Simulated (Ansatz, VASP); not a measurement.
## Cross-check of Te2Mo between VASP and Ansatz

Aim: how closely do two programs agree when they are given the same cell, functional and k mesh? The cell is taken from a series of runs on this material, whose earlier steps may have relaxed, scaled, displaced or heated it; both programs get it as it stands. Other levels of theory on this material are compared in a session of their own.

Method: plane waves, with VASP 6.6.1 beside it; relaxation of cell and atoms at LDA, in Ansatz 0.2.0.

## Step 1: The starting structure

Symmetry: P6_3/mmc, No. 194, hexagonal system. Conventional cell: a = 3.472 Å, b = 3.472 Å, c = 13.771 Å, α = 90.00°, β = 90.00°, γ = 120.00°. Nearest to Mo lie 6 Te at 2.69 Å. Te has 3 Mo at 2.69 Å nearest. Farther neighbours and most contacts between anions are not listed.

## Step 2: Ansatz: relaxation of cell and atoms, LDA

Ansatz runs on its PAW soft_1 files.

The relaxed volume is the usual yardstick between codes: in a stiff, nearly cubic crystal its relative difference is about their pressure difference at one cell divided by the bulk modulus.

input.yaml reads:

```yaml
crystal:
  lattice:
    - [3.4720179199, 0.0, 0.0]
    - [-1.7360089599, 3.006855721, 0.0]
    - [0.0, 0.0, 13.7712228262]
  atoms:
    - { symbol: Mo, position: [0.3333333333, 0.6666666667, 0.25] }
    - { symbol: Mo, position: [0.6666666667, 0.3333333333, 0.75] }
    - { symbol: Te, position: [0.3333333333, 0.6666666667, 0.6195378568] }
    - { symbol: Te, position: [0.6666666667, 0.3333333333, 0.1195378568] }
    - { symbol: Te, position: [0.3333333333, 0.6666666667, 0.8804621432] }
    - { symbol: Te, position: [0.6666666667, 0.3333333333, 0.3804621432] }
kpoints:
  mp_grid: { grid: [9, 9, 2] }
hamiltonian:
  xc: lda
  pseudopotentials: { kind: paw, azcp: { folder: soft_1 }, xc_functional: pbe }
scf:
  occupations: { method: fixed }
output:
  forces: true
  stress: true
  eigenvalues: true
relax:
  adjacent_minimum: "off"
  f_tol: 0.001
  max_steps: 60
  cell: { stress_tol: 0.01 }
```

Launch:

```console
ansatz run input.yaml --threads 8 --pin off --max-ram 16384MiB --backend cpu --events-out ev --progress --plain --runs-dir out
```

Numbers of over 12 decimals in the logs are rounded to 6 here.

The program printed:

```text
Engine: ansatz 0.2.0, aarch64-unknown-linux-gnu
Pseudopotentials: kind: paw
Pseudopotential: Mo, paw, valence charge 14, recommended cutoff 420 eV (normal), soft_1/Mo.paw.azcp
Pseudopotential: Te, paw, valence charge 16, recommended cutoff 420 eV (normal), soft_1/Te.paw.azcp
Functional definition: SPW92
  exchange = slater_x
  correlation = pw_c
Crystal: 6 atoms, lattice volume = 143.770 Å³
Basis set: ecut = 420 eV, 2813 PW (Γ)
Bands: 56, of which v1, the nominal top of the filled ones, is band 46 counted from 1 (45 counted from 0)
Symmetry: 24 space group operations
Space group: P63/mmc (ITA 194), of the structure as read, at distance tolerance 5.2e-5 Å
k-points: 24 of 162
Non-local potential: Mo, projectors of the file, l = 0: 3, l = 1: 2, l = 2: 2, l = 3: 1
Non-local potential: Te, projectors of the file, l = 0: 2, l = 1: 2, l = 2: 2, l = 3: 1
PAW form: soft (Blöchl's): semilocal exchange-correlation on the pseudo side does not see the compensation charge
PAW frozen core: Mo, regenerated for the run's functional, and the local potential with it (the file was generated under x = pbe(κ = 0.804, μ = 0.219515), c = pbe(β = 0.066725))
PAW frozen core: Te, regenerated for the run's functional, and the local potential with it (the file was generated under x = pbe(κ = 0.804, μ = 0.219515), c = pbe(β = 0.066725))
PAW one-centre angular grid: Mo, 590 points (default); XC on 64 Gauss nodes
PAW one-centre angular grid: Te, 590 points (default); XC on 64 Gauss nodes
Initial density: superposition of atomic densities (chi_scale 0.1, normalization cell, long waves kept (reshape's long-wave potential 0.01 eV rms))
Initial wavefunctions: pseudopotential atomic-orbital guess
Functional: x = slater, c = lda
SCF iter   1: F=—  HF=-36998.244272 eV  |F-HF|=—  |Δ(HF+E_count)|=         —  Δρ=5.59e-2  dr2=6.28e0  ethr=3.10e-3  ⟨swp⟩=5.0  Hψ=4375  notcnv=0  defer=162
preconditioner: auto → Resta (q_TF=auto, 2.533 Å⁻¹)  ε∞=6.3  [insulator: Δε(μ)=0.729 eV  Ē_g=8.040 eV  n_scr=52 (ndim 8)  ℏωp=18.6 eV  f_vac=0.004  ε∞_Penn≈6.3]
SCF iter   2: F=—  HF=-36997.001250 eV  |F-HF|=—  |Δ(HF+E_count)|=    1.24e0  Δρ=2.09e-2  dr2=2.31e0  ethr=3.10e-3  ⟨swp⟩=3.0  Hψ=2365  notcnv=0  defer=175
SCF iter   3: F=—  HF=-36996.722052 eV  |F-HF|=—  |Δ(HF+E_count)|=   2.79e-1  Δρ=1.37e-2  dr2=3.86e-1  ethr=2.51e-3  ⟨swp⟩=2.0  Hψ=1478  notcnv=0  defer=162
SCF iter   4: F=—  HF=-36996.609311 eV  |F-HF|=—  |Δ(HF+E_count)|=   1.13e-1  Δρ=2.04e-3  dr2=9.47e-3  ethr=4.20e-4  ⟨swp⟩=2.2  Hψ=1804  notcnv=0  defer=180
SCF iter   5: F=—  HF=-36996.607945 eV  |F-HF|=—  |Δ(HF+E_count)|=   1.37e-3  Δρ=6.04e-4  dr2=8.68e-4  ethr=1.03e-5  ⟨swp⟩=2.2  Hψ=1754  notcnv=0  defer=190
SCF iter   6: F=—  HF=-36996.607859 eV  |F-HF|=—  |Δ(HF+E_count)|=   8.55e-5  Δρ=1.77e-4  dr2=8.83e-5  ethr=9.44e-7  ⟨swp⟩=2.0  Hψ=1718  notcnv=0  defer=188
SCF iter   7: F=—  HF=-36996.607852 eV  |F-HF|=—  |Δ(HF+E_count)|=   6.80e-6  Δρ=4.31e-5  dr2=3.08e-6  ethr=9.60e-8  ⟨swp⟩=2.7  Hψ=2315  notcnv=0  defer=127
SCF iter   8: F=—  HF=-36996.607853 eV  |F-HF|=—  |Δ(HF+E_count)|=   7.98e-7  Δρ=1.26e-5  dr2=2.38e-7  ethr=3.35e-9  ⟨swp⟩=3.0  Hψ=2336  notcnv=0  defer=127
SCF iter   9: F=-36996.607853 eV  HF=-36996.607853 eV  |F-HF|=3.91e-9  |Δ(HF+E_count)|=   5.99e-9  Δρ=3.51e-6  dr2=1.26e-8  ethr=1.09e-10  ⟨swp⟩=12.8  Hψ=6845  notcnv=0
SCF 1 converged in 9 iterations: F = -36996.607853 eV  dr2 = 1.26e-8
  greatest PAW one-centre occupation: 0.999 electrons in one spin orbital (limit 2), on the Te atom at site 5 (counted from 0), in its partial waves of l = 2
relax step   1: F+E_penalty+E_count = -36996.60785326 eV  Δ(F+E_penalty+E_count) = +0.000e0 eV  max|allowed force component| = 4.704e-3 eV/Å  Δτ_max = 0.0000 Å  P = +0.028 GPa  Ω = 143.770 Å³  (9 SCF iters, dr2 threshold 1.00e-7 eV, accepted)
[...]
relax step   3: F+E_penalty+E_count = -36996.60783428 eV  Δ(F+E_penalty+E_count) = +1.898e-5 eV  max|allowed force component| = 3.997e-4 eV/Å  Δτ_max = 0.0014 Å  P = -0.003 GPa  Ω = 143.918 Å³  energy of the carried Pulay correction = -4.332e-5 eV  (9 SCF iters, accepted)
[...]
relax step   4: F+E_penalty+E_count = -36996.60789881 eV  Δ(F+E_penalty+E_count) = -6.453e-5 eV  max|allowed force component| = 4.061e-4 eV/Å  Δτ_max = 0.0000 Å  P = -0.003 GPa  Ω = 143.918 Å³  stress off target by 3.54e-3 GPa  SCF on the basis re-selected at this cell (its energy is not comparable with the rows above)  (5 SCF iters)
basis re-selected at this cell: Δ(F+E_penalty+E_count) = -6.453e-5 eV, ΔP = +0.000 GPa vs the last step (what re-selecting the basis moved, of the pressure what is left beyond the Pulay correction that the steps carried, after the strain that the cell walked since its last selection, with what the two solves' SCF thresholds leave and, on support functions, any second-order correction that the steps lacked; it is no m [...]
SCF converged after 5 iterations
Free energy (F): -36996.607899 eV
Harris-Foulkes:  -36996.607899 eV  (|F-HF|=0.00e0)
Internal energy: -36996.607899 eV  (E = F + TS)
E sigma→0 (E₀):  -36996.607899 eV
Fermi energy:    12.856770 eV
--- Per-component energies (eV) ---
  E_band       = -1106.987810
  E_kinetic    = 1546.552318
  E_local      = -8579.769350  (includes V_loc(G=0)·N_el)
  E_nonlocal   = 598.220420
  E_hartree    = 4053.776869
  E_xc         = -841.326045
  E_vxc        = -852.867952  (∫ρ·V_xc dr)
  E_paw        = -24279.375025  (= ΣΔE_a)
  E_vpaw       = -1926.677274  (= ΣTr[D̂ρ^β])
  E_aug_tail   = 0.000393  (compensation charges beyond the density's cutoff)
  E_ewald      = -9498.347679
  E_core_change = 3.660200  (= ΣΔE_core)
  E_smearing   = -0.000000  (= −TS)
  E_closure    = 0.000000  (closes the sum)
  Σ components = -36996.607899   (vs F -36996.607899, Δ=0.00e0)
--- Forces (eV/Å), atoms counted from 1 ---
  atom   1  Mo     0.00000000     0.00000000     0.00000000
  atom   2  Mo    -0.00000000    -0.00000000     0.00000000
  atom   3  Te     0.00000000     0.00000000     0.00040606
  atom   4  Te    -0.00000000    -0.00000000     0.00040606
  atom   5  Te     0.00000000     0.00000000    -0.00040606
  atom   6  Te    -0.00000000    -0.00000000    -0.00040606
  max |Σ_I F_I| component: 6.94e-18 eV/Å
--- Stress (GPa, compression-positive) ---
       -0.003539      -0.000000       0.000000
        0.000000      -0.003539       0.000000
        0.000000       0.000000      -0.000772
  P = ⅓ Tr σ = -0.0026 GPa (-0.026 kbar)
--- Band table (eV; the first three rows and the last of 24) ---
  k-point 0: bands = [... 42 lower, 11.8414, 11.8414, 12.5912, 12.8568, 15.8644, 15.8644, 16.0182, 16.0182, ... 6 higher]
  k-point 1: bands = [... 42 lower, 11.8217, 11.8217, 12.7862, 12.7862, 15.9054, 15.9054, 15.9054, 15.9054, ... 6 higher]
  k-point 2: bands = [... 42 lower, 11.7244, 11.7797, 12.6635, 12.8144, 15.3234, 15.3400, 15.3871, 15.4711, ... 6 higher]
  k-point 23: bands = [... 42 lower, 10.7923, 10.7923, 12.5937, 12.5937, 13.8840, 13.8840, 14.4417, 14.4417, ... 6 higher]
--- Relaxed structure (3 steps of the walk, 2 accepted, 1 SCFs on fresh bases) ---
  F+E_penalty+E_count = -36996.60789881 eV   max|allowed force component| = 4.061e-4 eV/Å   (the final SCF, on the basis selected at the relaxed cell)
  cell:  # Å, volume = 143.9178 Å³
    - [3.473070, -2.887622634866917e-11, 0.0]
    - [-1.736535, 3.007767, 0.0]
    - [0.0, 0.0, 13.777068]
  atoms:
    - { symbol: Mo, position: [0.333333, 0.666667, 0.25] }
    - { symbol: Mo, position: [0.666667, 0.333333, 0.75] }
    - { symbol: Te, position: [0.333333, 0.666667, 0.619637] }
    - { symbol: Te, position: [0.666667, 0.333333, 0.119637] }
    - { symbol: Te, position: [0.333333, 0.666667, 0.880363] }
    - { symbol: Te, position: [0.666667, 0.333333, 0.380363] }
```

## Step 3: VASP: relaxation of cell and atoms, LDA

The same cell, functional (in two slightly different forms) and mesh now go to VASP, with its own data sets.

Lines of VASP's logs that name or quote its potential files are left out, and so is its time.

INCAR reads:

```
SYSTEM = Te2Mo
PREC = Accurate
ENCUT = 500
EDIFF = 1E-07
NELM = 120
ISMEAR = 0
SIGMA = 0.01
LREAL = .FALSE.
ALGO = Normal
GGA = PW92
NBANDS = 32
LASPH = .TRUE.
LORBIT = 11
LWAVE = .FALSE.
LCHARG = .FALSE.
ISIF = 3
IBRION = 2
NSW = 80
EDIFFG = -0.005
GGA_COMPAT = .FALSE.
NELMIN = 4
EFERMI = MIDGAP
KPAR = 2
```

POSCAR reads:

```
Te2Mo
1.0
    3.4720180000      0.0000000000      0.0000000000
   -1.7360090000      3.0068560000      0.0000000000
    0.0000000000      0.0000000000     13.7712230000
Mo Te
2 4
Direct
    0.3333331670      0.6666665004      0.2500000000
    0.6666665004      0.3333331670      0.7500000000
    0.3333331670      0.6666665004      0.6195378580
    0.6666665004      0.3333331670      0.1195378580
    0.3333331670      0.6666665004      0.8804621420
    0.6666665004      0.3333331670      0.3804621420
```

KPOINTS reads:

```
Automatic mesh
0
Gamma
9 9 2
0 0 0
```

Potentials, in the order of the species: Mo_sv and Te (LDA family, release 64).

Launch:

```console
mpirun -np 2 vasp_std
```

The program printed:

```text
[banner, memory and clock lines left out]
running    2 mpi-ranks, on    1 nodes
 distrk:  each k-point on    1 cores,    2 groups
 distr:  one band on    1 cores,    1 groups

 POSCAR found type information on POSCAR MoTe
 POSCAR found :  2 types and       6 ions
|                                                                             |
|               ----> ADVICE to this user running VASP <----                  |
|                                                                             |
|     You enforced a specific xc type in the INCAR file but a different       |
|     [... a line on the potential file left out ...]
|     I HOPE YOU KNOW WHAT YOU ARE DOING!                                     |
|                                                                             |

 LDA part: xc-table for (Slater(with rela. corr.)+PW92), standard interpolation
 POSCAR, INCAR and KPOINTS ok, starting setup
 FFT: planning ... GRIDC
 FFT: planning ... GRID_SOFT
 FFT: planning ... GRID
 WAVECAR not read
 entering main loop
       N       E                     dE             d eps       ncg     rms          rms(c)
DAV:   1     0.415584622759E+03    0.41558E+03   -0.26684E+04  1792   0.142E+03
DAV:   2    -0.180377555293E+02   -0.43362E+03   -0.42299E+03  1912   0.353E+02
DAV:   3    -0.420235246081E+02   -0.23986E+02   -0.23754E+02  1952   0.698E+01
DAV:   4    -0.425688034652E+02   -0.54528E+00   -0.54387E+00  1800   0.108E+01
DAV:   5    -0.425850928874E+02   -0.16289E-01   -0.16285E-01  2088   0.186E+00    0.236E+01
DAV:   6    -0.416763876471E+02    0.90871E+00   -0.67653E+00  1856   0.144E+01    0.896E+00
DAV:   7    -0.416076227583E+02    0.68765E-01   -0.60561E+00  1696   0.110E+01    0.627E+00
DAV:   8    -0.412423599287E+02    0.36526E+00   -0.14204E+00  1784   0.595E+00    0.293E+00
DAV:   9    -0.412458858200E+02   -0.35259E-02   -0.19469E-01  1984   0.204E+00    0.130E+00
DAV:  10    -0.412380029166E+02    0.78829E-02   -0.48062E-02  1872   0.123E+00    0.301E-01
DAV:  11    -0.412381203517E+02   -0.11744E-03   -0.26480E-03  1896   0.246E-01    0.284E-01
DAV:  12    -0.412381056268E+02    0.14725E-04   -0.40047E-04  1872   0.849E-02    0.159E-01
DAV:  13    -0.412380510568E+02    0.54570E-04   -0.12884E-04  1936   0.669E-02    0.915E-02
DAV:  14    -0.412380441330E+02    0.69238E-05   -0.25879E-05  1944   0.211E-02    0.406E-02
DAV:  15    -0.412380440937E+02    0.39303E-07   -0.77110E-07  1640   0.429E-03
   1 F= -.41238044E+02 E0= -.41238044E+02  d E =-.412380E+02
 curvature:   0.00 expect dE= 0.000E+00 dE for cont linesearch  0.000E+00
 trial: gam= 0.00000 g(F)=  0.325E-03 g(S)=  0.999E-03 ort = 0.000E+00 (trialstep = 0.100E+01)
 search vector abs. value=  0.132E-02
 bond charge predicted
       N       E                     dE             d eps       ncg     rms          rms(c)
DAV:   1    -0.412519338867E+02   -0.13890E-01   -0.31370E-01  1608   0.432E+00    0.119E+00
DAV:   2    -0.412450311276E+02    0.69028E-02   -0.15624E-01  1760   0.225E+00    0.639E-01
DAV:   3    -0.412380627227E+02    0.69684E-02   -0.47141E-02  1728   0.959E-01    0.383E-01
DAV:   4    -0.412377926115E+02    0.27011E-03   -0.20732E-03  1600   0.228E-01    0.121E-01
DAV:   5    -0.412375690049E+02    0.22361E-03   -0.13230E-03  1896   0.213E-01    0.644E-02
DAV:   6    -0.412375532161E+02    0.15789E-04   -0.12862E-04  1960   0.502E-02    0.155E-02
DAV:   7    -0.412375536749E+02   -0.45883E-06   -0.90766E-06  1792   0.160E-02    0.911E-03
DAV:   8    -0.412375536886E+02   -0.13659E-07   -0.83083E-07  1608   0.421E-03
   2 F= -.41237554E+02 E0= -.41237554E+02  d E =0.490405E-03
 trial-energy change:    0.000490  1 .order    0.000526   -0.001324    0.002375
 step:   0.3712(harm=  0.3579)  dis= 0.00073  next Energy=   -41.238292 (dE=-0.248E-03)
 bond charge predicted
       N       E                     dE             d eps       ncg     rms          rms(c)
DAV:   1    -0.412439715796E+02   -0.64179E-02   -0.12367E-01  1592   0.271E+00    0.763E-01
DAV:   2    -0.412410955985E+02    0.28760E-02   -0.59009E-02  1744   0.139E+00    0.398E-01
DAV:   3    -0.412385314375E+02    0.25642E-02   -0.18150E-02  1720   0.596E-01    0.239E-01
DAV:   4    -0.412384030860E+02    0.12835E-03   -0.83881E-04  1576   0.148E-01    0.726E-02
DAV:   5    -0.412383214389E+02    0.81647E-04   -0.51431E-04  1848   0.131E-01    0.443E-02
DAV:   6    -0.412383145995E+02    0.68393E-05   -0.59069E-05  1952   0.335E-02    0.917E-03
DAV:   7    -0.412383145602E+02    0.39308E-07   -0.42099E-06  1720   0.117E-02    0.587E-03
DAV:   8    -0.412383145617E+02   -0.15170E-08   -0.31523E-07  1528   0.273E-03
   3 F= -.41238315E+02 E0= -.41238315E+02  d E =-.270468E-03
 curvature:  -0.18 expect dE=-0.441E-06 dE for cont linesearch -0.694E-07
 trial: gam= 0.01898 g(F)=  0.369E-06 g(S)=  0.209E-05 ort =-0.227E-04 (trialstep = 0.874E+00)
 search vector abs. value=  0.208E-05
 reached required accuracy - stopping structural energy minimisation
```

[end of part 1 of 2]

[Lines on the potential files, build, host, timing and source positions are cut from VASP's logs without a mark.]

[Logs are printed without paths, hosts, clocks, repeated set-up lines and the standing remarks that a program may print on its own settings, such as how far it seeks lower states.]

[Hosts, paths, dates, database ids (printed as entryN), source tags and the programs' standing remarks are cut or masked in the printed files.]
